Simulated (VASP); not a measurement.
```
CELL_PARAMETERS angstrom
     -1.45773     1.45773     1.45773
      1.45773    -1.45773     1.45773
      1.45773     1.45773    -1.45773
ATOMIC_POSITIONS crystal
  V  0.00000 0.00000 0.00000
```

Level of theory: r2SCAN+rVV10, VASP's PBE PAW potentials (set 64) (plane waves; VASP). Run with 520 eV cut-off, 17×17×17 Γ-centred mesh, first-order Methfessel-Paxton smearing of 0.10 eV, potentials V_sv.

**Question.** Give the stress tensor in GPa (positive for a compressed cell).

**Answer.** 
```
14.58   0.00   0.00
 0.00  14.58   0.00
 0.00   0.00  14.58
```
The pressure is its mean diagonal, 14.58 GPa.

The compound is V in the bcc structure. This cell is one point of a volume scan, at 0.94 of the reference volume. The run is not spin-polarised, so no magnetic state was tried.
